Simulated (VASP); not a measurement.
# Driving VASP from ASE on TiAl

Do ASE scripts that read TiAl from different structure formats give one answer, and do several routes find one equilibrium volume? All runs use PBEsol. Left out of this account: 2 further runs (self-consistent run: its dispersion library returned no energy; fields: a reference on another mesh). The start is a computed cell from the Materials Project.

Main program and level: VASP 6.6.1; PBEsol; plane waves and PAW (Ti_sv, Al).

### Step 1. Set-up

The structure is cubic, space group Pm-3m (No. 221). The conventional cell has a = 3.179 Å, b = 3.179 Å, c = 3.179 Å, α = 90.00°, β = 90.00°, γ = 90.00°. Nearest to Ti lie 8 Al at 2.75 Å. Nearest to Al lie 8 Ti at 2.75 Å. Farther neighbours are not listed.

Structure file:

```cif
data_structure
_symmetry_space_group_name_H-M 'P 1'
_symmetry_Int_Tables_number 1
_cell_length_a 3.1791
_cell_length_b 3.1791
_cell_length_c 3.1791
_cell_angle_alpha 90.000
_cell_angle_beta 90.000
_cell_angle_gamma 90.000
_cell_volume 32.13
loop_
_atom_site_label
_atom_site_type_symbol
_atom_site_fract_x
_atom_site_fract_y
_atom_site_fract_z
_atom_site_occupancy
Ti1 Ti 0.00000 0.00000 0.00000 1
Al2 Al 0.50000 0.50000 0.50000 1
```

### Step 2. A single point (PBEsol, through ASE)

A single point through ASE, with the structure typed into the script.

run.py reads:

```python
import numpy as np
from ase.calculators.vasp import Vasp
from ase import Atoms
from ase.dft.bandgap import bandgap

atoms = Atoms(['Ti', 'Al'],
              cell=[[3.179064, 0.0, 0.0], [0.0, 3.179064, 0.0], [0.0, 0.0, 3.179064]],
              scaled_positions=[[0.0, 0.0, 0.0], [0.5, 0.5, 0.5]],
              pbc=True)

calc = Vasp(
    xc='pbesol',
    pp='PBE',
    prec='Accurate',
    encut=400,
    ediff=1e-06,
    nelm=100,
    ismear=-1,
    sigma=0.05,
    lreal=False,
    algo='Normal',
    nbands=13,
    lasph=True,
    lorbit=11,
    lwave=False,
    lcharg=False,
    kpar=2,
    isif=2,
    pp_version='64',
    setups={'Ti': '_sv', 'Al': ''},
    kpts=(12, 12, 12),
    gamma=True,
    txt='vasp.out',
)
atoms.calc = calc

print("energy (eV):", round(atoms.get_potential_energy(), 6))
print("Fermi level (eV):", round(calc.get_fermi_level(), 4))
print("forces (eV/A):")
print(np.round(atoms.get_forces(), 4))
print("stress (GPa, Voigt, tension positive):", np.round(atoms.get_stress() * 160.21766, 3))
gap, p1, p2 = bandgap(calc, direct=False)
print("gap on the mesh (eV):", round(gap, 4))
```

Potentials, in the order of the species: Ti_sv and Al (PBE family, release 64).

Command:

```bash
$ export ASE_VASP_COMMAND="mpirun -np 2 vasp_std"
$ python run.py
```

Output:

```text
energy (eV): -12.955495
Fermi level (eV): 8.679
forces (eV/A):
[[0. 0. 0.]
 [0. 0. 0.]]
stress (GPa, Voigt, tension positive): [ 2.706  2.706  2.706  0.    -0.    -0.   ]
gap on the mesh (eV): 0.0
```

The job ended after 5.2 s (2 MPI ranks of Intel Xeon 6975P-C (Granite Rapids), shared host; peak memory 0.28 GiB; 8.7 s of CPU time).

The logs omit lines about the potential files and the build; timing stands in the text.

ASE turned this into the INCAR:

```
ENCUT = 400.000000
SIGMA = 0.050000
EDIFF = 1.00e-06
ALGO = Normal
GGA = PS
PREC = Accurate
ISIF = 2
ISMEAR = -1
KPAR = 2
LORBIT = 11
NBANDS = 13
NELM = 100
LASPH = .TRUE.
LCHARG = .FALSE.
LWAVE = .FALSE.
LREAL = .FALSE.
```

ASE turned this into the KPOINTS:

```
KPOINTS created by Atomic Simulation Environment
0
Gamma
12 12 12
0 0 0
```

VASP's own log, vasp.out:

```text
[banner, memory and clock lines left out]
running    2 mpi-ranks, on    1 nodes
 distrk:  each k-point on    1 cores,    2 groups
 distr:  one band on    1 cores,    1 groups

 POSCAR found type information on POSCAR TiAl
 POSCAR found :  2 types and       2 ions
|                                                                             |
|               ----> ADVICE to this user running VASP <----                  |
|                                                                             |
|     You enforced a specific xc type in the INCAR file but a different       |
|     [... a line on the potential file left out ...]
|     I HOPE YOU KNOW WHAT YOU ARE DOING!                                     |
|                                                                             |

 LDA part: xc-table for (Slater+PW92), standard interpolation
 POSCAR, INCAR and KPOINTS ok, starting setup
 FFT: planning ... GRIDC
 FFT: planning ... GRID_SOFT
 FFT: planning ... GRID
 WAVECAR not read
 entering main loop
       N       E                     dE             d eps       ncg     rms          rms(c)
DAV:   1     0.860621425818E+02    0.86062E+02   -0.62990E+03  2194   0.974E+02
DAV:   2    -0.985975173339E+01   -0.95922E+02   -0.92598E+02  2254   0.281E+02
DAV:   3    -0.145826180643E+02   -0.47229E+01   -0.45183E+01  3251   0.626E+01
DAV:   4    -0.147287191853E+02   -0.14610E+00   -0.14559E+00  2545   0.994E+00
DAV:   5    -0.147339379601E+02   -0.52188E-02   -0.52159E-02  3158   0.177E+00    0.102E+01
DAV:   6    -0.130526229651E+02    0.16813E+01   -0.72526E+00  2510   0.339E+01    0.292E+00
DAV:   7    -0.129820554557E+02    0.70568E-01   -0.60406E-01  2496   0.946E+00    0.176E+00
DAV:   8    -0.129695248207E+02    0.12531E-01   -0.65895E-02  2672   0.270E+00    0.577E-01
DAV:   9    -0.129660351068E+02    0.34897E-02   -0.15832E-02  2531   0.171E+00    0.177E-01
DAV:  10    -0.129661248158E+02   -0.89709E-04   -0.37867E-04  2561   0.200E-01    0.946E-02
DAV:  11    -0.129660912610E+02    0.33555E-04   -0.23905E-04  2699   0.172E-01    0.133E-02
DAV:  12    -0.129660916206E+02   -0.35954E-06   -0.11213E-05  2552   0.278E-02    0.929E-03
DAV:  13    -0.129660912639E+02    0.35671E-06   -0.67664E-07  1716   0.776E-03
   1 F= -.12966091E+02 E0= -.12955495E+02  d E =-.211932E-01
```

Parts of OUTCAR (step 2):

```text
ion  position               nearest neighbor table
   1  0.000  0.000  0.000-   2 2.75   2 2.75   2 2.75   2 2.75   2 2.75   2 2.75   2 2.75   2 2.75

  LATTYP: Found a simple cubic cell.
 ALAT       =     3.1790640000

 Subroutine GETGRP returns: Found 48 space group operations
 (whereof 48 operations were pure point group operations)

The static configuration has the point symmetry O_h .

 Found     84 irreducible k-points:

   k-points           NKPTS =     84   k-points in BZ     NKDIM =     84   number of bands    NBANDS=     13

   dimension x,y,z NGX =    24 NGY =   24 NGZ =   24
   dimension x,y,z NGXF=    48 NGYF=   48 NGZF=   48

   ENCUT  =  400.0 eV  29.40 Ry    5.42 a.u.   5.18  5.18  5.18*2*pi/ulx,y,z

   NELECT =      15.0000    total number of electrons

 k-points in reciprocal lattice and weights: KPOINTS created by Atomic Simulation Env
   0.00000000  0.00000000  0.00000000       0.001
   0.08333333  0.00000000  0.00000000       0.003
   0.16666667  0.00000000  0.00000000       0.003
   0.25000000  0.00000000  0.00000000       0.003
   0.33333333  0.00000000  0.00000000       0.003
   0.41666667  0.00000000  0.00000000       0.003
   0.50000000  0.00000000  0.00000000       0.002
   0.08333333  0.08333333  0.00000000       0.007
   0.16666667  0.08333333  0.00000000       0.014
[...]
0.50000000  0.50000000  0.41666667       0.003
   0.50000000  0.50000000  0.50000000       0.001

 average (electrostatic) potential at core
       1 -71.9628       2 -71.1007

 E-fermi :   8.6790

 k-point     1 :       0.0000    0.0000    0.0000
  band No.  band energies     occupation
    ...
      3     -24.2894      2.00000
      4     -24.2894      2.00000
      5      -0.5705      2.00000
      6       7.2421      2.00000
      7       7.2421      2.00000
      8      10.4662      0.00000
      9      10.4662      0.00000
     10      10.4662      0.00000
     11      13.0945      0.00000
     12      13.0945      0.00000
    ...

 k-point     2 :       0.0833    0.0000    0.0000
  band No.  band energies     occupation
    ...
      3     -24.2883      2.00000
      4     -24.2883      2.00000
      5      -0.4604      2.00000
      6       7.1845      2.00000
      7       7.2918      2.00000
      8      10.2767      0.00000
      9      10.2767      0.00000
     10      10.4792      0.00000
     11      12.6423      0.00000
     12      13.3649      0.00000
    ...

 k-point     3 :       0.1667    0.0000    0.0000
  band No.  band energies     occupation
    ...
      3     -24.2855      2.00000
      4     -24.2855      2.00000
      5      -0.1317      2.00000
      6       6.9274      2.00000
      7       7.4335      2.00000
      8       9.8705      0.00000
      9       9.8706      0.00000
     10      10.5159      0.00000
     11      11.8754      0.00000
     12      14.0196      0.00000
    ...

  Total       -0.5426827     -0.5426827     -0.5426827     -0.0000000     -0.0000000      0.0000000
  in kB      -27.0619296    -27.0619296    -27.0619296     -0.0000000     -0.0000000      0.0000000
  external PRESSURE =     -27.0619296 kB  Pullay stress =       0.0000000 kB

  energy-cutoff  :      400.00
  volume of cell :       32.13
      direct lattice vectors                 reciprocal lattice vectors
     3.179064000  0.000000000  0.000000000     0.314557996  0.000000000  0.000000000
     0.000000000  3.179064000  0.000000000     0.000000000  0.314557996  0.000000000
     0.000000000  0.000000000  3.179064000     0.000000000  0.000000000  0.314557996

 POSITION                                       TOTAL-FORCE (eV/Angst)
 -----------------------------------------------------------------------------------
      0.00000      0.00000      0.00000         0.000000      0.000000      0.000000
      1.58953      1.58953      1.58953         0.000000      0.000000      0.000000
 -----------------------------------------------------------------------------------
    total drift:                                0.000000      0.000000      0.000000

  FREE ENERGIE OF THE ION-ELECTRON SYSTEM (eV)
  ---------------------------------------------------
  free  energy   TOTEN  =       -12.9660912639 eV

  energy  without entropy=      -12.9448981010  energy(sigma->0) =      -12.95549468

 total charge
# of ion       s       p       d       tot
------------------------------------------
    1        2.192   6.122   1.970  10.284
    2        0.420   0.401   0.000   0.821
--------------------------------------------------
tot          2.612   6.523   1.970  11.104

[... 3 further parts left out ...]
```

This run has no spin polarisation. Its electron count is odd, so without a moment it is a metal by construction. The PAW data sets were made with PBE, which is usual practice but a small mismatch for other functionals. At this level the cell is under a tension of 2.7 GPa, so at these settings it is away from equilibrium.

Numbers from this step:

* SCF cycles: 13
* electrons: 15
* bands: 13
* irreducible k-points: 84
* symmetry operations: 48
* free energy (TOTEN): -12.97 eV
* energy at zero smearing: -12.96 eV
* Fermi energy: 8.679 eV
* pressure: -2.706 GPa
* metallic: yes

The pressure is -2.71 GPa and the largest force 0.000 eV/Å, so the cell is not at a minimum at these settings.

### Step 3. Total energy, forces and stress (PBEsol, through ASE)

The single point through ASE, with the structure read from a CIF with its space group. The mesh changes to 8×8×8, so this is no clean test of the format.

Edit run.py of step 2 so:

```diff
@@ -2,9 +2,6 @@
 from ase.calculators.vasp import Vasp
-from ase import Atoms
+from ase.io import read
 from ase.dft.bandgap import bandgap
 
-atoms = Atoms(['Ti', 'Al'],
-              cell=[[3.179064, 0.0, 0.0], [0.0, 3.179064, 0.0], [0.0, 0.0, 3.179064]],
-              scaled_positions=[[0.0, 0.0, 0.0], [0.5, 0.5, 0.5]],
-              pbc=True)
+atoms = read('TiAl.cif')
 
@@ -30,3 +27,3 @@
     setups={'Ti': '_sv', 'Al': ''},
-    kpts=(12, 12, 12),
+    kpts=(8, 8, 8),
     gamma=True,
```

TiAl.cif reads:

```cif
data_TiAl
_cell_length_a 3.17906400
_cell_length_b 3.17906400
_cell_length_c 3.17906400
_cell_angle_alpha 90.00000000
_cell_angle_beta 90.00000000
_cell_angle_gamma 90.00000000
_space_group_name_H-M_alt 'Pm-3m'
_space_group_name_Hall '-P 4 2 3'
_space_group_IT_number 221
loop_
_space_group_symop_operation_xyz
'x,y,z'
'-x,-y,-z'
'-y,x,z'
'y,-x,-z'
'-x,-y,z'
'x,y,-z'
'y,-x,z'
'-y,x,-z'
'x,-y,-z'
'-x,y,z'
'-y,-x,-z'
'y,x,z'
'-x,y,-z'
'x,-y,z'
'y,x,-z'
'-y,-x,z'
'z,x,y'
'-z,-x,-y'
'z,-y,x'
'-z,y,-x'
'z,-x,-y'
'-z,x,y'
'z,y,-x'
'-z,-y,x'
'-z,x,-y'
'z,-x,y'
'-z,-y,-x'
'z,y,x'
'-z,-x,y'
'z,x,-y'
'-z,y,x'
'z,-y,-x'
'y,z,x'
'-y,-z,-x'
'x,z,-y'
'-x,-z,y'
'-y,z,-x'
'y,-z,x'
'-x,z,y'
'x,-z,-y'
'-y,-z,x'
'y,z,-x'
'-x,-z,-y'
'x,z,y'
'y,-z,-x'
'-y,z,x'
'x,-z,y'
'-x,z,-y'
loop_
_atom_site_label
_atom_site_type_symbol
_atom_site_symmetry_multiplicity
_atom_site_Wyckoff_symbol
_atom_site_fract_x
_atom_site_fract_y
_atom_site_fract_z
_atom_site_occupancy
Ti1 Ti 1 a 0.0000000000 0.0000000000 0.0000000000 1
Al1 Al 1 b 0.5000000000 0.5000000000 0.5000000000 1
```

Output:

```text
energy (eV): -12.952018
Fermi level (eV): 8.6751
forces (eV/A):
[[0. 0. 0.]
 [0. 0. 0.]]
stress (GPa, Voigt, tension positive): [ 2.699  2.699  2.699  0.    -0.     0.   ]
gap on the mesh (eV): 0.0
```

The job ended after 3.4 s (2 MPI ranks; peak memory 0.25 GiB; 5.1 s of CPU time).

The INCAR that ASE wrote:

```
ENCUT = 400.000000
SIGMA = 0.050000
EDIFF = 1.00e-06
ALGO = Normal
GGA = PS
PREC = Accurate
ISIF = 2
ISMEAR = -1
KPAR = 2
LORBIT = 11
NBANDS = 13
NELM = 100
LASPH = .TRUE.
LCHARG = .FALSE.
LWAVE = .FALSE.
LREAL = .FALSE.
```

The KPOINTS that ASE wrote:

```
KPOINTS created by Atomic Simulation Environment
0
Gamma
8 8 8
0 0 0
```

vasp.out:

```text
[banner, memory and clock lines left out]
running    2 mpi-ranks, on    1 nodes
 distrk:  each k-point on    1 cores,    2 groups
 distr:  one band on    1 cores,    1 groups

 POSCAR found type information on POSCAR TiAl
 POSCAR found :  2 types and       2 ions
 [... a notice as in an earlier step ...]

 LDA part: xc-table for (Slater+PW92), standard interpolation
 POSCAR, INCAR and KPOINTS ok, starting setup
 FFT: planning ... GRIDC
 FFT: planning ... GRID_SOFT
 FFT: planning ... GRID
 WAVECAR not read
 entering main loop
       N       E                     dE             d eps       ncg     rms          rms(c)
DAV:   1     0.832925946815E+02    0.83293E+02   -0.62728E+03   910   0.990E+02
DAV:   2    -0.987403538515E+01   -0.93167E+02   -0.90132E+02   955   0.278E+02
DAV:   3    -0.146063428352E+02   -0.47323E+01   -0.46016E+01  1365   0.622E+01
DAV:   4    -0.147334382237E+02   -0.12710E+00   -0.12674E+00  1048   0.934E+00
DAV:   5    -0.147371408411E+02   -0.37026E-02   -0.37020E-02  1343   0.151E+00    0.102E+01
DAV:   6    -0.130516540244E+02    0.16855E+01   -0.74525E+00  1044   0.340E+01    0.291E+00
DAV:   7    -0.129793793923E+02    0.72275E-01   -0.62418E-01  1021   0.953E+00    0.176E+00
DAV:   8    -0.129670420008E+02    0.12337E-01   -0.65838E-02  1119   0.266E+00    0.569E-01
DAV:   9    -0.129636374213E+02    0.34046E-02   -0.15279E-02  1059   0.167E+00    0.175E-01
DAV:  10    -0.129637273169E+02   -0.89896E-04   -0.36861E-04  1076   0.195E-01    0.884E-02
DAV:  11    -0.129636918821E+02    0.35435E-04   -0.22559E-04  1135   0.169E-01    0.115E-02
DAV:  12    -0.129636922850E+02   -0.40285E-06   -0.94281E-06  1068   0.256E-02
   1 F= -.12963692E+02 E0= -.12952018E+02  d E =-.233487E-01
```

From OUTCAR (step 3):

```text
The static configuration has the point symmetry O_h .

 Found     35 irreducible k-points:

   k-points           NKPTS =     35   k-points in BZ     NKDIM =     35   number of bands    NBANDS=     13

   NELECT =      15.0000    total number of electrons

 E-fermi :   8.6751

 k-point     1 :       0.0000    0.0000    0.0000
  band No.  band energies     occupation
    ...
      3     -24.2884      2.00000
      4     -24.2884      2.00000
      5      -0.5703      2.00000
      6       7.2424      2.00000
      7       7.2424      2.00000
      8      10.4669      0.00000
      9      10.4669      0.00000
     10      10.4669      0.00000
     11      13.0950      0.00000
     12      13.0950      0.00000
    ...

 k-point     2 :       0.1250    0.0000    0.0000
  band No.  band energies     occupation
    ...
      3     -24.2862      2.00000
      4     -24.2862      2.00000
      5      -0.3223      2.00000
      6       7.0922      2.00000
      7       7.3525      2.00000
      8      10.0859      0.00000
      9      10.0859      0.00000
     10      10.4958      0.00000
     11      12.2455      0.00000
     12      13.6596      0.00000
    ...

  Total       -0.5411748     -0.5411748     -0.5411748      0.0000000      0.0000000      0.0000000
  in kB      -26.9867368    -26.9867368    -26.9867368      0.0000000      0.0000000      0.0000000
  external PRESSURE =     -26.9867368 kB  Pullay stress =       0.0000000 kB

  FREE ENERGIE OF THE ION-ELECTRON SYSTEM (eV)
  ---------------------------------------------------
  free  energy   TOTEN  =       -12.9636922850 eV

  energy  without entropy=      -12.9403435644  energy(sigma->0) =      -12.95201792

 total charge
# of ion       s       p       d       tot
------------------------------------------
    1        2.192   6.122   1.970  10.284
    2        0.420   0.401   0.000   0.821
--------------------------------------------------
tot          2.612   6.523   1.970  11.105

[... 7 parts as in an earlier step ...]

[... 6 further parts left out ...]
```

The k-mesh is coarse for a metal.

This step gave:

| Item | Value |
| --- | --- |
| SCF cycles | 12 |
| irreducible k-points | 35 |
| free energy (TOTEN) | -12.96 eV |
| energy at zero smearing | -12.95 eV |
| Fermi energy | 8.675 eV |
| pressure | -2.699 GPa |

The energy lies +1.74 meV an atom from the first script, on another mesh.

[end of part 1 of 3]

[Lines on the potential files, build, host, timing and source positions are cut from VASP's logs without a mark.]

[Logs are printed without paths, hosts, clocks, repeated set-up lines and the standing remarks that a program may print on its own settings, such as how far it seeks lower states.]

[Hosts, paths, dates, database ids (printed as entryN), source tags and the programs' standing remarks are cut or masked in the printed files.]

[A measured line is paired with the nearest computed mode of its activity, which favours agreement.]
